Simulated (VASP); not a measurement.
# What goes wrong when the modes of PtSe2 are computed with a bad input

Some phonon runs on PtSe2 get a fault in the input on purpose. Which of them show, and how? The starting structure is a measured crystal structure from the Crystallography Open Database.

Main program and level: VASP 6.6.1; Kohn-Sham DFT with plane waves and PAW; LDA.

The database entry behind the starting cell is an old determination (1929), so it need not match the best structure at ambient conditions.

## (1) The structure

Symmetry: P-3m1, No. 164, trigonal system. Conventional cell: a = 3.731 Å, b = 3.731 Å, c = 5.072 Å, α = 90.00°, β = 90.00°, γ = 120.00°. Nearest to Pt lie 6 Se at 2.50 Å. Nearest to Se lie 3 Pt at 2.50 Å. Farther neighbours and most contacts between anions are not listed.

## (2) Reference modes

The cell comes from a relaxation at this level, not shown (57.80 Å³).

File INCAR:

```
SYSTEM = PtSe2
PREC = Accurate
ENCUT = 450
EDIFF = 1E-08
NELM = 100
ISMEAR = 0
SIGMA = 0.05
LREAL = .FALSE.
ALGO = Normal
GGA = CA
NBANDS = 17
LORBIT = 11
LWAVE = .FALSE.
LCHARG = .FALSE.
KPAR = 4
IBRION = 8
ISIF = 2
```

File POSCAR:

```
PtSe2
1.0
    3.7471221289      0.0000000000      0.0000000000
   -1.8735610644      3.2451029547      0.0000000000
    0.0000000000      0.0000000000      4.7530602970
Pt Se
1 2
Direct
    0.0000000000      0.0000000000      0.0000000000
    0.6666666667      0.3333333333      0.7348302037
    0.3333333333      0.6666666667      0.2651697963
```

File KPOINTS:

```
Automatic mesh
0
Gamma
10 10 8
0 0 0
```

The projector-augmented-wave data sets are Pt and Se (LDA family, release 64).

Launch:

```
$ mpirun -np 4 vasp_std
```

The program printed:

```text
[banner, memory and clock lines left out]
running    4 mpi-ranks, on    1 nodes
 distrk:  each k-point on    1 cores,    4 groups
 distr:  one band on    1 cores,    1 groups

 POSCAR found type information on POSCAR PtSe
 POSCAR found :  2 types and       3 ions
 LDA part: xc-table for (Slater(with rela. corr.)+CA(PZ))
 , standard interpolation
 POSCAR, INCAR and KPOINTS ok, starting setup
 FFT: planning ... GRIDC
 FFT: planning ... GRID_SOFT
 FFT: planning ... GRID
 WAVECAR not read
 entering main loop
       N       E                     dE             d eps       ncg     rms          rms(c)
DAV:   1     0.967756364192E+02    0.96776E+02   -0.93941E+03  3308   0.102E+03
DAV:   2    -0.137370691729E+02   -0.11051E+03   -0.10754E+03  4063   0.207E+02
DAV:   3    -0.178577244844E+02   -0.41207E+01   -0.40767E+01  3836   0.407E+01
DAV:   4    -0.178877806147E+02   -0.30056E-01   -0.30041E-01  4192   0.369E+00
DAV:   5    -0.178880527964E+02   -0.27218E-03   -0.27217E-03  3990   0.337E-01    0.130E+01
DAV:   6    -0.173312498107E+02    0.55680E+00   -0.44308E+00  3259   0.189E+01    0.803E+00
DAV:   7    -0.171241404664E+02    0.20711E+00   -0.83989E-01  3259   0.922E+00    0.397E+00
DAV:   8    -0.170962446633E+02    0.27896E-01   -0.58635E-02  3487   0.171E+00    0.799E-01
DAV:   9    -0.170934464652E+02    0.27982E-02   -0.64610E-03  3631   0.760E-01    0.214E-01
DAV:  10    -0.170934245110E+02    0.21954E-04   -0.10024E-03  3738   0.206E-01    0.405E-02
DAV:  11    -0.170934183433E+02    0.61677E-05   -0.56270E-05  3968   0.676E-02    0.230E-02
DAV:  12    -0.170934171183E+02    0.12251E-05   -0.40168E-06  3651   0.158E-02    0.332E-03
DAV:  13    -0.170934169956E+02    0.12265E-06   -0.60659E-07  3878   0.620E-03    0.139E-03
DAV:  14    -0.170934169900E+02    0.55975E-08   -0.69030E-08  3682   0.204E-03
   1 F= -.17093417E+02 E0= -.17092725E+02  d E =-.138422E-02
 Linear response reoptimize wavefunctions to high precision
DAV:   1    -0.170934169899E+02    0.16621E-09   -0.69410E-09  3402   0.654E-04
DAV:   2    -0.170934169899E+02   -0.79581E-11   -0.12748E-10  1775   0.761E-05
 Linear response DOF=           4
 Linear response progress:
  Degree of freedom:   1/  4
       N       E                     dE             d eps       ncg     rms          rms(c)
RMM:   1    -0.257528749229E+00   -0.25753E+00   -0.26135E-01 13092   0.329E+00
RMM:   2    -0.249582915396E+00    0.79458E-02   -0.72380E-03 11595   0.507E-01    0.190E-01
RMM:   3    -0.249434420747E+00    0.14849E-03   -0.36990E-04 12665   0.114E-01    0.114E-01
RMM:   4    -0.249893859431E+00   -0.45944E-03   -0.48173E-04 13158   0.117E-01    0.207E-02
RMM:   5    -0.249947330992E+00   -0.53472E-04   -0.32590E-05 12807   0.345E-02    0.892E-03
RMM:   6    -0.249990243681E+00   -0.42913E-04   -0.51115E-07 13426   0.517E-03    0.135E-03
RMM:   7    -0.249970870649E+00    0.19373E-04   -0.17654E-07 13463   0.191E-03    0.768E-04
RMM:   8    -0.249966212760E+00    0.46579E-05   -0.36007E-07 13248   0.119E-03    0.152E-04
RMM:   9    -0.249964049328E+00    0.21634E-05   -0.19759E-07 13726   0.644E-04    0.157E-04
RMM:  10    -0.249964508401E+00   -0.45907E-06   -0.20544E-08 13277   0.405E-04    0.230E-05
RMM:  11    -0.249964687734E+00   -0.17933E-06   -0.16209E-08 14113   0.179E-04    0.108E-05
RMM:  12    -0.249964699865E+00   -0.12131E-07   -0.26591E-09 14359   0.141E-04    0.139E-06
RMM:  13    -0.249964748489E+00   -0.48624E-07   -0.12680E-08 14934   0.128E-04    0.177E-06
RMM:  14    -0.249964715895E+00    0.32594E-07   -0.26596E-08 11954   0.121E-04    0.802E-07
RMM:  15    -0.249964682977E+00    0.32918E-07   -0.33087E-08 11426   0.121E-04    0.188E-07
RMM:  16    -0.249964694719E+00   -0.11742E-07   -0.31790E-08  7993   0.120E-04    0.951E-08
 first order change of Fermi-energy   0.69336E-05
 force on displaced ion       1 direction 1 : -15.336   0.000   0.000
 Linear response progress:
  Degree of freedom:   2/  4
       N       E                     dE             d eps       ncg     rms          rms(c)
RMM:   1    -0.271350596338E+00   -0.27135E+00   -0.26783E-01  5536   0.331E+00
RMM:   2    -0.262687036508E+00    0.86636E-02   -0.70718E-03  4806   0.531E-01    0.202E-01
RMM:   3    -0.262353228151E+00    0.33381E-03   -0.65524E-04  5217   0.141E-01    0.116E-01
RMM:   4    -0.262603574502E+00   -0.25035E-03   -0.43733E-04  5357   0.109E-01    0.347E-02
RMM:   5    -0.262739253048E+00   -0.13568E-03   -0.92172E-06  5425   0.201E-02    0.140E-02
RMM:   6    -0.262792049094E+00   -0.52796E-04   -0.36415E-06  5123   0.102E-02    0.216E-03
RMM:   7    -0.262771599191E+00    0.20450E-04   -0.12461E-07  5542   0.211E-03    0.695E-04
RMM:   8    -0.262764647585E+00    0.69516E-05   -0.34494E-08  5580   0.605E-04    0.173E-04
RMM:   9    -0.262763481040E+00    0.11665E-05   -0.17535E-08  5652   0.261E-04    0.560E-05
RMM:  10    -0.262763563199E+00   -0.82159E-07   -0.51972E-08  5765   0.154E-04    0.150E-05
RMM:  11    -0.262763456360E+00    0.10684E-06    0.70510E-09  5904   0.107E-04    0.428E-06
RMM:  12    -0.262763499407E+00   -0.43046E-07   -0.50145E-08  5716   0.990E-05    0.983E-07
RMM:  13    -0.262763464474E+00    0.34933E-07   -0.58378E-08  5259   0.968E-05    0.388E-07
RMM:  14    -0.262763476436E+00   -0.11962E-07   -0.45666E-08  3531   0.960E-05    0.188E-07
RMM:  15    -0.262763469216E+00    0.72195E-08   -0.48372E-08  3308   0.959E-05    0.359E-08
 first order change of Fermi-energy  -0.37238E-03
 force on displaced ion       1 direction 3 :   0.000  -0.000 -15.552
 Linear response progress:
  Degree of freedom:   3/  4
       N       E                     dE             d eps       ncg     rms          rms(c)
RMM:   1    -0.782231415453E-01   -0.78223E-01    0.58094E-02 33350   0.153E+00
RMM:   2    -0.767668628378E-01    0.14563E-02   -0.16108E-03 21464   0.242E-01    0.107E-01
RMM:   3    -0.766391317378E-01    0.12773E-03   -0.46462E-05 23342   0.390E-02    0.607E-02
RMM:   4    -0.765767041504E-01    0.62428E-04   -0.25965E-05 23903   0.298E-02    0.681E-03
RMM:   5    -0.765800113342E-01   -0.33072E-05   -0.43967E-07 24027   0.519E-03    0.128E-03
RMM:   6    -0.765798357689E-01    0.17557E-06   -0.26115E-08 24259   0.145E-03    0.368E-04
RMM:   7    -0.765785816876E-01    0.12541E-05   -0.11722E-07 24630   0.462E-04    0.772E-05
RMM:   8    -0.765784100149E-01    0.17167E-06   -0.15050E-08 24819   0.140E-04    0.369E-05
RMM:   9    -0.765783455259E-01    0.64489E-07   -0.29098E-08 24969   0.100E-04    0.173E-05
RMM:  10    -0.765782963321E-01    0.49194E-07   -0.66088E-08 25434   0.901E-05    0.295E-06
RMM:  11    -0.765782834781E-01    0.12854E-07   -0.43896E-08 24868   0.818E-05    0.872E-07
RMM:  12    -0.765782793943E-01    0.40838E-08   -0.28857E-08 19438   0.794E-05    0.372E-07
 first order change of Fermi-energy  -0.86191E-05
 force on displaced ion       2 direction 1 :  -7.758  -0.001   0.000
 Linear response progress:
  Degree of freedom:   4/  4
       N       E                     dE             d eps       ncg     rms          rms(c)
RMM:   1    -0.918343254940E-01   -0.91834E-01    0.52578E-02  7469   0.150E+00
RMM:   2    -0.894807603949E-01    0.23536E-02   -0.18713E-03  5035   0.258E-01    0.156E-01
RMM:   3    -0.892721160731E-01    0.20864E-03   -0.20580E-04  5430   0.718E-02    0.106E-01
RMM:   4    -0.891688120235E-01    0.10330E-03   -0.57960E-05  5372   0.464E-02    0.562E-02
RMM:   5    -0.891163720029E-01    0.52440E-04   -0.20024E-05  5461   0.237E-02    0.872E-03
RMM:   6    -0.891243827002E-01   -0.80107E-05   -0.62826E-07  5490   0.382E-03    0.280E-03
RMM:   7    -0.891294224965E-01   -0.50398E-05   -0.25801E-07  5466   0.219E-03    0.761E-04
RMM:   8    -0.891281055111E-01    0.13170E-05   -0.24598E-08  5611   0.567E-04    0.151E-04
RMM:   9    -0.891278353733E-01    0.27014E-06   -0.37402E-08  5648   0.149E-04    0.486E-05
RMM:  10    -0.891278205959E-01    0.14777E-07   -0.45846E-08  5776   0.118E-04    0.811E-06
RMM:  11    -0.891278430010E-01   -0.22405E-07   -0.14113E-08  5866   0.920E-05    0.283E-06
RMM:  12    -0.891278320330E-01    0.10968E-07   -0.41857E-08  5313   0.873E-05    0.561E-07
RMM:  13    -0.891278477064E-01   -0.15673E-07   -0.41055E-08  3821   0.858E-05    0.331E-07
RMM:  14    -0.891278059059E-01    0.41800E-07   -0.45125E-08  3279   0.857E-05    0.745E-08
 first order change of Fermi-energy   0.90406E+00
 force on displaced ion       2 direction 3 :  -0.000   0.000 -10.104
 Linear response finished
```

Elapsed: 5.9 min, on 4 MPI ranks of AMD EPYC 7R43, shared host; peak memory 3.3 GiB; 23 min of CPU time.

Lines that name or quote the potential files are left out of all logs, and their timing lines are given in words.

From OUTCAR (step 2):

```text
ion  position               nearest neighbor table
   1  0.000  0.000  0.000-   2 2.50   3 2.50   3 2.50   2 2.50   2 2.50   3 2.50
   2  0.667  0.333  0.735-   1 2.50   1 2.50   1 2.50
   3  0.333  0.667  0.265-   1 2.50   1 2.50   1 2.50

  LATTYP: Found a hexagonal cell.
 ALAT       =     3.7471221289
 C/A-ratio  =     1.2684562001

 Subroutine GETGRP returns: Found 12 space group operations
 (whereof 12 operations were pure point group operations)

The static configuration has the point symmetry D_3d.

 Found     94 irreducible k-points:

   k-points           NKPTS =     94   k-points in BZ     NKDIM =     94   number of bands    NBANDS=     17

   dimension x,y,z NGX =    28 NGY =   28 NGZ =   36
   dimension x,y,z NGXF=    56 NGYF=   56 NGZF=   72

   ENCUT  =  450.0 eV  33.07 Ry    5.75 a.u.   6.48  6.48  8.22*2*pi/ulx,y,z

   NELECT =      22.0000    total number of electrons

 k-points in reciprocal lattice and weights: Automatic mesh
   0.00000000  0.00000000  0.00000000       0.001
   0.10000000 -0.00000000  0.00000000       0.007
   0.20000000 -0.00000000  0.00000000       0.007
   0.30000000  0.00000000  0.00000000       0.007
   0.40000000  0.00000000  0.00000000       0.007
   0.50000000  0.00000000  0.00000000       0.004
   0.10000000  0.10000000  0.00000000       0.007
   0.20000000  0.10000000  0.00000000       0.015
   0.30000000  0.10000000  0.00000000       0.015
[...]
0.40000000  0.20000000  0.50000000       0.007
   0.30000000  0.30000000  0.50000000       0.007

 average (electrostatic) potential at core
       1 -68.0305       2 -58.2959       3 -58.2959

  Total       -0.0044171     -0.0044171     -0.0032408     -0.0000000      0.0000000     -0.0000000
  in kB       -0.1224473     -0.1224473     -0.0898399     -0.0000000      0.0000000     -0.0000000
  external PRESSURE =      -0.1115782 kB  Pullay stress =       0.0000000 kB

  energy-cutoff  :      450.00
  volume of cell :       57.80
      direct lattice vectors                 reciprocal lattice vectors
     3.747122129  0.000000000  0.000000000     0.266871472  0.154078316  0.000000000
    -1.873561064  3.245102955  0.000000000     0.000000000  0.308156633  0.000000000
     0.000000000  0.000000000  4.753060297     0.000000000  0.000000000  0.210390767

 POSITION                                       TOTAL-FORCE (eV/Angst)
 -----------------------------------------------------------------------------------
      0.00000      0.00000      0.00000        -0.000000      0.000000      0.000000
      1.87356      1.08170      3.49269         0.000000     -0.000000     -0.000382
     -0.00000      2.16340      1.26037        -0.000000      0.000000      0.000382
 -----------------------------------------------------------------------------------
    total drift:                                0.000000     -0.000000      0.000000

 Eigenvectors and eigenvalues of the dynamical matrix
 ----------------------------------------------------

   1 f  =    6.598944 THz    41.462386 2PiTHz  220.117068 cm-1    27.291026 meV
             X         Y         Z           dx          dy          dz
      0.000000  0.000000  0.000000     0.000000    0.000000   -0.668894
      1.873561  1.081701  3.492692    -0.000000   -0.000000    0.525634
     -0.000000  2.163402  1.260368    -0.000000   -0.000000    0.525634

   2 f  =    6.554039 THz    41.180239 2PiTHz  218.619197 cm-1    27.105314 meV
             X         Y         Z           dx          dy          dz
      0.000000  0.000000  0.000000    -0.518136   -0.422877   -0.000000
      1.873561  1.081701  3.492692     0.407271    0.332394    0.000000
     -0.000000  2.163402  1.260368     0.407271    0.332394    0.000000

   3 f  =    6.554039 THz    41.180239 2PiTHz  218.619197 cm-1    27.105314 meV
             X         Y         Z           dx          dy          dz
      0.000000  0.000000  0.000000    -0.422877    0.518136   -0.000000
      1.873561  1.081701  3.492692     0.332394   -0.407271    0.000000
     -0.000000  2.163402  1.260368     0.332394   -0.407271    0.000000

   4 f  =    6.203624 THz    38.978522 2PiTHz  206.930639 cm-1    25.656118 meV
             X         Y         Z           dx          dy          dz
      0.000000  0.000000  0.000000    -0.000000   -0.000000    0.000000
      1.873561  1.081701  3.492692     0.000000    0.000000    0.707107
     -0.000000  2.163402  1.260368     0.000000    0.000000   -0.707107

   5 f  =    4.927674 THz    30.961487 2PiTHz  164.369504 cm-1    20.379212 meV
             X         Y         Z           dx          dy          dz
      0.000000  0.000000  0.000000    -0.000000   -0.000000   -0.000000
      1.873561  1.081701  3.492692    -0.547822   -0.447092    0.000000
     -0.000000  2.163402  1.260368     0.547822    0.447092   -0.000000

   6 f  =    4.927674 THz    30.961487 2PiTHz  164.369504 cm-1    20.379212 meV
             X         Y         Z           dx          dy          dz
      0.000000  0.000000  0.000000    -0.000000   -0.000000   -0.000000
      1.873561  1.081701  3.492692    -0.447092    0.547822   -0.000000
     -0.000000  2.163402  1.260368     0.447092   -0.547822   -0.000000

   7 f/i=    0.000354 THz     0.002226 2PiTHz    0.011820 cm-1     0.001465 meV
             X         Y         Z           dx          dy          dz
      0.000000  0.000000  0.000000    -0.000000    0.000000    0.743358
      1.873561  1.081701  3.492692    -0.000000    0.000000    0.472979
     -0.000000  2.163402  1.260368    -0.000000    0.000000    0.472979

   8 f/i=    0.000498 THz     0.003130 2PiTHz    0.016618 cm-1     0.002060 meV
             X         Y         Z           dx          dy          dz
      0.000000  0.000000  0.000000    -0.382032    0.637779   -0.000000
      1.873561  1.081701  3.492692    -0.243014    0.405696   -0.000000
     -0.000000  2.163402  1.260368    -0.243014    0.405696   -0.000000

   9 f/i=    0.000498 THz     0.003130 2PiTHz    0.016618 cm-1     0.002060 meV
             X         Y         Z           dx          dy          dz
      0.000000  0.000000  0.000000    -0.637779   -0.382032   -0.000000
      1.873561  1.081701  3.492692    -0.405696   -0.243014   -0.000000
     -0.000000  2.163402  1.260368    -0.405696   -0.243014   -0.000000

 ELASTIC MODULI CONTR FROM IONIC RELAXATION (kBar)
 Direction    XX          YY          ZZ          XY          YZ          ZX
 --------------------------------------------------------------------------------
 XX        -592.1031   -379.8310   -551.3386     -0.0000    226.5645      0.0000
 YY        -379.8310   -592.1031   -551.3386     -0.0000   -226.5645     -0.0000
 ZZ        -551.3386   -551.3386   -625.5037     -0.0000      0.0000     -0.0000
 XY          -0.0000     -0.0000     -0.0000   -106.1361     -0.0000    205.0678
 YZ         226.5645   -226.5645      0.0000     -0.0000   -483.6384     -0.0000
 ZX           0.0000     -0.0000     -0.0000    205.0678     -0.0000   -396.2162
 --------------------------------------------------------------------------------
```

Energies printed during the response cycles are not total energies of the cell.

Reference: the zone-centre modes are A2u 220.1, Eu 218.6, A1g 206.9, Eg 164.4 cm⁻¹.

## (3) Modes with finite displacements, else as the reference

Against step 2 the input has IBRION = 6, NFREE = 2 and POTIM = 0.015 (also changed: NSW).

INCAR, as its differences from that of step 2:

```diff
@@ -15,3 +15,6 @@
 KPAR = 4
-IBRION = 8
+IBRION = 6
+NFREE = 2
+POTIM = 0.015
+NSW = 1
 ISIF = 2
```

POSCAR is that of step 2.

KPOINTS is that of step 2.

Launch:

```
$ mpirun -np 4 vasp_std
```

The program printed:

```text
[... set-up lines as in an earlier step ...]
 entering main loop
       N       E                     dE             d eps       ncg     rms          rms(c)
[... 14 cycles as in an earlier step ...]
   1 F= -.17093417E+02 E0= -.17092725E+02  d E =-.138422E-02
[... from here on, the cycles between the ionic steps are left out ...]
   2 F= -.17091692E+02 E0= -.17090998E+02  d E =-.138848E-02
   3 F= -.17091692E+02 E0= -.17090998E+02  d E =-.138847E-02
   4 F= -.17091668E+02 E0= -.17090974E+02  d E =-.138885E-02
   5 F= -.17091668E+02 E0= -.17090974E+02  d E =-.138885E-02
   6 F= -.17092544E+02 E0= -.17091857E+02  d E =-.137433E-02
   7 F= -.17092544E+02 E0= -.17091857E+02  d E =-.137432E-02
   8 F= -.17092261E+02 E0= -.17091603E+02  d E =-.131552E-02
   9 F= -.17092299E+02 E0= -.17091593E+02  d E =-.141365E-02
 Finite differences progress:
  Degree of freedom:   4/  4
  Displacement:        2/  2
  Total:               8/  8
```

Wall time 4.1 min (4 MPI ranks); peak memory 2.2 GiB; 16 min of CPU time.

From OUTCAR (step 3):

```text
  Total       -0.1572409     -0.1572409     -0.1786320     -0.0000000      0.0000000      0.0000000
  in kB       -4.3588949     -4.3588949     -4.9518817     -0.0000000      0.0000000      0.0000000
  external PRESSURE =      -4.5565572 kB  Pullay stress =       0.0000000 kB

 POSITION                                       TOTAL-FORCE (eV/Angst)
 -----------------------------------------------------------------------------------
      0.00000      0.00000      0.00000         0.000000     -0.000000     -0.115114
      1.87356      1.08170      3.47769        -0.000000      0.000000      0.148904
     -0.00000      2.16340      1.26037        -0.000000     -0.000000     -0.033790
 -----------------------------------------------------------------------------------
    total drift:                               -0.000000     -0.000000      0.000016

  FREE ENERGIE OF THE ION-ELECTRON SYSTEM (eV)
  ---------------------------------------------------
  free  energy   TOTEN  =       -17.0922994357 eV

  energy  without entropy=      -17.0908857828  energy(sigma->0) =      -17.09159261

[... 2 parts as in an earlier step ...]

[... 1 further part left out ...]
[key lines of the parts left out:]
E-fermi :   7.0457
```

The last energy, forces and stress in OUTCAR belong to the last displaced cell, not to that of POSCAR.

With finite displacements, else as the reference the modes are A2u 220.1, Eu 218.6, A1g 207.0, Eg 164.4 cm⁻¹; the largest shift is +0.1 cm⁻¹, in A1g, from the reference.

(Continued in part 2 of 2.)

[Lines on the potential files, build, host, timing and source positions are cut from VASP's logs without a mark.]

[Logs are printed without paths, hosts, clocks, repeated set-up lines and the standing remarks that a program may print on its own settings, such as how far it seeks lower states.]

[Hosts, paths, dates, database ids (printed as entryN), source tags and the programs' standing remarks are cut or masked in the printed files.]
